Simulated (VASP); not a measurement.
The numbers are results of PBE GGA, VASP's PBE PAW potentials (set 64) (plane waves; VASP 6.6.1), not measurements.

VASP input:

**INCAR**
```
EDIFF  =  1E-7   ! SCF stop (eV)
SYSTEM  =  CrAl
ICHARG  =  11
LREAL  =  .FALSE.
GGA  =  PE   ! PBE
LWAVE  =  .FALSE.
SIGMA  =  0.05
NELM  =  100   ! most electronic steps
ISMEAR  =  0   ! Gaussian
LCHARG  =  .FALSE.
PREC  =  Accurate
LMAXMIX  =  4   ! l cut-off of mixed one-centre charges
LORBIT  =  11   ! lm-projected
LASPH  =  .TRUE.   ! aspherical one-centre terms
ALGO  =  Normal
ENCUT  =  400   ! plane-wave cut-off (eV)
```

**KPOINTS**
```
k-points along high-symmetry lines
10
Line-mode
Reciprocal
  0.000000   0.000000   0.000000 ! GAMMA
  0.500000  -0.000000   0.000000 ! M

  0.500000  -0.000000   0.000000 ! M
  0.333333   0.333333   0.000000 ! K

  0.333333   0.333333   0.000000 ! K
  0.000000   0.000000   0.000000 ! GAMMA

  0.000000   0.000000   0.000000 ! GAMMA
  0.000000   0.000000   0.500000 ! A

  0.000000   0.000000   0.500000 ! A
  0.500000  -0.000000   0.500000 ! L

  0.500000  -0.000000   0.500000 ! L
  0.333333   0.333333   0.500000 ! H

  0.333333   0.333333   0.500000 ! H
  0.000000   0.000000   0.500000 ! A

  0.500000  -0.000000   0.500000 ! L
  0.500000  -0.000000   0.000000 ! M

  0.333333   0.333333   0.500000 ! H
  0.333333   0.333333   0.000000 ! K
```

**POSCAR**
```
CrAl
2.6850960
  0.9999999869   0.0000000000   0.0000000000
 -0.4999999934   0.8660253901   0.0000000000
  0.0000000000   0.0000000000   3.1443540162
Cr Al
2 2
Direct
  0.0000000000   0.0000000000   0.0000000000
  0.0000000000   0.0000000000   0.5000000000
  0.3333330000   0.6666670000   0.2500000000
  0.6666670000   0.3333330000   0.7500000000
```

POTCAR, in this order: Cr_pv Al (PBE.64 set). Program: vasp_std. Read from the step before: CHGCAR.

Output

OUTCAR:
```
 ion  position               nearest neighbor table
   1  0.000  0.000  0.000-   3 2.62   4 2.62   3 2.62   4 2.62   4 2.62   3 2.62
   2  0.000  0.000  0.500-   3 2.62   4 2.62   3 2.62   4 2.62   4 2.62   3 2.62
   3  0.333  0.667  0.250-   1 2.62   2 2.62   1 2.62   2 2.62   1 2.62   2 2.62
   4  0.667  0.333  0.750-   1 2.62   2 2.62   1 2.62   2 2.62   1 2.62   2 2.62
  LATTYP: Found a hexagonal cell.
 ALAT       =     2.6850959647
 C/A-ratio  =     3.1443540576
 Subroutine PRICEL returns:
 Original cell was already a primitive cell.
 Subroutine GETGRP returns: Found 24 space group operations
The static configuration has the point symmetry D_3d.
 The point group associated with its full space group is D_6h.
The dynamic configuration has the point symmetry D_3d.
 Subroutine INISYM returns: Found 24 space group operations
   k-points           NKPTS =     90   k-points in BZ     NKDIM =     90   number of bands    NBANDS=     19
   number of dos      NEDOS =    301   number of ions     NIONS =      4
   total plane-waves  NPLWV =  18144
   dimension x,y,z NGX =    18 NGY =   18 NGZ =   56
   dimension x,y,z NGXF=    36 NGYF=   36 NGZF=  112
   ions per type =               2   2
   PREC   = accura    normal or accurate (medium, high low for compatibility)
   ISTART =      0    job   : 0-new  1-cont  2-samecut
   ICHARG =     11    charge: 1-file 2-atom 10-const
   ISPIN  =      1    spin polarized calculation?
   LNONCOLLINEAR =      F non collinear calculations
   LSORBIT =      F    spin-orbit coupling
   INIWAV =      1    electr: 0-lowe 1-rand  2-diag
   ENCUT  =  400.0 eV  29.40 Ry    5.42 a.u.   4.38  4.38 13.77*2*pi/ulx,y,z
   NELM   =    100;   NELMIN=  2; NELMDL= -5     # of ELM steps
   EDIFF  = 0.1E-06   stopping-criterion for ELM
   LREAL  =      F    real-space projection
   NLSPLINE    = F    spline interpolate recip. space projectors
   LMAXMIX     =    4 max onsite mixed and CHGCAR
   VOSKOWN=      0    Vosko Wilk Nusair interpolation
   EDIFFG = 0.1E-05   stopping-criterion for IOM
   NSW    =      0    number of steps for IOM
   NBLOCK =      1;   KBLOCK =      1    inner block; outer block
   IBRION =     -1    ionic relax: 0-MD 1-quasi-New 2-CG
   NFREE  =      0    steps in history (QN), initial steepest desc. (CG)
...
```

OSZICAR:
```
       N       E                     dE             d eps       ncg     rms          rms(c)
DAV:   1     0.221642222867E+03    0.22164E+03   -0.14985E+04  3900   0.137E+03
DAV:   2    -0.159781081113E+02   -0.23762E+03   -0.23151E+03  3452   0.404E+02
DAV:   3    -0.267804364489E+02   -0.10802E+02   -0.10073E+02  4514   0.874E+01
DAV:   4    -0.270144351102E+02   -0.23400E+00   -0.22752E+00  4243   0.119E+01
DAV:   5    -0.270224665435E+02   -0.80314E-02   -0.80252E-02  5067   0.187E+00
DAV:   6    -0.270226243704E+02   -0.15783E-03   -0.15782E-03  4561   0.238E-01
DAV:   7    -0.270226301564E+02   -0.57860E-05   -0.57863E-05  5221   0.355E-02
DAV:   8    -0.270226302822E+02   -0.12581E-06   -0.12586E-06  4082   0.454E-03
DAV:   9    -0.270226302854E+02   -0.32214E-08   -0.20622E-08  2716   0.814E-04
   1 F= -.27022630E+02 E0= -.27013606E+02  d E =-.180487E-01
```

### OUTCAR
```
 val. band max:        9.3287875733   @ k =   0.0000   0.0000   0.0000

 cond. band min:       9.3541893160   @ k =   0.4259   0.1481   0.0000



 k-point     1 :       0.0000    0.0000    0.0000
  band No.  band energies     occupation
      1     -33.4821      2.00000
      2     -33.4778      2.00000
      3     -33.1355      2.00000
      4     -33.1355      2.00000
      5     -33.1354      2.00000
      6     -33.1354      2.00000
      7      -0.8309      2.00000
      8       0.3741      2.00000
      9       3.0949      2.00000
     10       6.3368      2.00000
     11       7.3719      2.00000
     12       7.9861      2.00000
     13       9.3211      1.58839
     14       9.3211      1.58837
     15       9.3288      1.45301
     16       9.3288      1.45298
     17      10.4404      0.00000
     18      10.4423      0.00000
     19      10.5107      0.00000

 k-point     2 :       0.0556    0.0000    0.0000
  band No.  band energies     occupation
      1     -33.4802      2.00000
      2     -33.4762      2.00000
      3     -33.1479      2.00000
      4     -33.1478      2.00000
      5     -33.1383      2.00000
      6     -33.1383      2.00000
      7      -0.7442      2.00000
      8       0.4475      2.00000
      9       3.1900      2.00000
     10       6.4148      2.00000
     11       7.3508      2.00000
     12       8.0257      2.00000
     13       9.2612      1.98802
     14       9.2763      1.96304
     15       9.3780      0.43023
     16       9.3857      0.31320
     17      10.3632      0.00000
     18      10.4209      0.00000
     19      10.4934      0.00000

 k-point     3 :       0.1111    0.0000    0.0000
  band No.  band energies     occupation
      1     -33.4747      2.00000
      2     -33.4708      2.00000
      3     -33.1836      2.00000
      4     -33.1835      2.00000
      5     -33.1467      2.00000
      6     -33.1464      2.00000
      7      -0.4857      2.00000
      8       0.6665      2.00000
...
```

The density is held fixed in this step, so its total energy and stress have no physical meaning.

The structure was generated: CrAl was put into the NiAs type type (P6_3/mmc), which need not be its known phase. It was relaxed first, which changed the volume by -38 %. The run is not spin-polarised, so no magnetic state was tried.
